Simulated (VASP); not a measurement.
Given:

```
CELL_PARAMETERS angstrom
      4.87496     0.00000     0.00000
      0.00000     4.87496     0.00000
      0.00000     0.00000     3.25914
ATOMIC_POSITIONS crystal
  Sn 0.00000 0.00000 0.00000
  Sn 0.50000 0.50000 0.50000
  O  0.30687 0.30687 0.00000
  O  0.80687 0.19313 0.50000
  O  0.19313 0.80687 0.50000
  O  0.69313 0.69313 0.00000
```

These are RPBE GGA, VASP's PBE PAW potentials (set 64) (plane waves; VASP) values and carry that method's errors. Settings: 520 eV cut-off, 5×5×8 Γ-centred mesh, tetrahedra with Blöchl corrections, potentials Sn_d O.

Unless said otherwise, spin-orbit coupling is left out, though it shifts the bands of the heavy elements here.

### Question
What does the run give for the energy per atom (σ→0), band gap (on the k-mesh) with the smallest direct gap where there is one?

### Answer

| Item | Result |
|---|---|
| band gap (on the k-mesh) | 0.50 eV |
| smallest direct gap (on the k-mesh) | 0.50 eV |
| energy per atom (σ→0) | -5.834 eV/atom |

The absolute energy has meaning only against runs of the same code, potentials and settings.

The compound is SnO2 in the rutile structure. It was relaxed first, which changed the volume by +8 %.
